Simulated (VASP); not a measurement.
Given:

```yaml
crystal:
  lattice:
    - [-2.50772, 2.50772, 3.70403]
    - [2.50772, -2.50772, 3.70403]
    - [2.50772, 2.50772, -3.70403]
  atoms:
    - { symbol: Si, position: [0.00000, 0.00000, 0.00000] }
    - { symbol: Si, position: [0.75000, 0.25000, 0.50000] }
    - { symbol: O, position: [0.37500, 0.21718, 0.34218] }
    - { symbol: O, position: [0.78282, 0.12500, 0.15782] }
    - { symbol: O, position: [0.87500, 0.03282, 0.65782] }
    - { symbol: O, position: [0.96718, 0.62500, 0.84218] }
```

Level of theory: modified Becke-Johnson potential (mBJ), VASP's PBE PAW potentials (set 64) (plane waves; VASP). Run with 500 eV cut-off, 6×6×6 Γ-centred mesh, Gaussian smearing of 0.050 eV, potentials Si O.

mBJ is a potential without an energy functional, so only the levels count.

Question: Give the energies of bands 5 to 17 at the high-symmetry points, in eV from the valence-band maximum.

Answer: 
| band | Γ | X | P | N | M | S | R |
|---|---|---|---|---|---|---|---|
| 5 | -8.95 | -7.10 | -7.09 | -8.03 | -6.97 | -7.35 | -7.04 |
| 6 | -5.32 | -7.10 | -7.09 | -5.95 | -6.97 | -6.65 | -7.04 |
| 7 | -5.32 | -4.81 | -4.84 | -5.12 | -4.90 | -4.99 | -4.87 |
| 8 | -5.09 | -4.81 | -4.84 | -4.97 | -4.90 | -4.83 | -4.87 |
| 9 | -2.16 | -2.20 | -2.25 | -2.27 | -1.98 | -2.28 | -2.21 |
| 10 | -1.77 | -2.20 | -2.25 | -1.98 | -1.98 | -1.89 | -2.21 |
| 11 | -1.36 | -1.71 | -1.55 | -1.70 | -1.71 | -1.87 | -1.59 |
| 12 | -1.36 | -1.71 | -1.55 | -1.37 | -1.71 | -1.36 | -1.59 |
| 13 | -1.33 | -0.82 | -0.84 | -1.22 | -1.28 | -1.18 | -0.95 |
| 14 | -0.66 | -0.82 | -0.84 | -0.72 | -1.28 | -1.02 | -0.95 |
| 15 | 0.00 | -0.34 | -0.42 | -0.45 | -0.28 | -0.54 | -0.40 |
| 16 | 0.00 | -0.34 | -0.42 | -0.11 | -0.28 | -0.22 | -0.40 |
| 17 | 8.86 | 11.62 | 11.56 | 10.42 | 11.78 | 11.40 | 11.76 |

The gap is direct, 8.86 eV, from the valence maximum at Γ to the conduction minimum at Γ.

The structure comes from a computed database's SiO2 entry (I-42d); how it stands against other phases isn't given here. It was relaxed first. The cell's shape comes from a PBE relaxation.
